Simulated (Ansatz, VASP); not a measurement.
# Two plane-wave programs on CsMgF3

```
Cs Mg F
1.0
     4.25231    0.00000    0.00000
     0.00000    4.25231    0.00000
     0.00000    0.00000    4.25231
Cs Mg F
1 1 3
Direct
  0.00000 0.00000 0.00000
  0.50000 0.50000 0.50000
  0.00000 0.50000 0.50000
  0.50000 0.00000 0.50000
  0.50000 0.50000 0.00000
```

The cell comes from a database or a generator and needn't be the stable form of this composition.

Alike in both runs: task single point; functional LDA; k mesh 4 × 4 × 4; no spin polarisation.

|  | VASP | Ansatz |
| --- | --- | --- |
| version | VASP 6.6.1 | Ansatz 0.2.0 |
| potentials or method | VASP PAW LDA potentials, release 64 (Cs_sv, Mg, F) | plane waves, PAW |
| plane-wave cutoff (eV) | 520 | 422 |
| occupations | gaussian, width 0.01 eV | fixed |
| valence electrons in the cell | 32 | 40 |

VASP gave:

```
gap on the k mesh at the Fermi level (eV) : 6.35
```

Question: What did Ansatz give for the same quantities?

Answer: gap on the k mesh at the Fermi level (eV): 6.38.

The two sets of potentials don't hold the same shells in valence.

Caveats: spin-orbit coupling is left out, which moves the levels of the heavy elements. As with any semilocal functional, this LDA gap is likely too small.
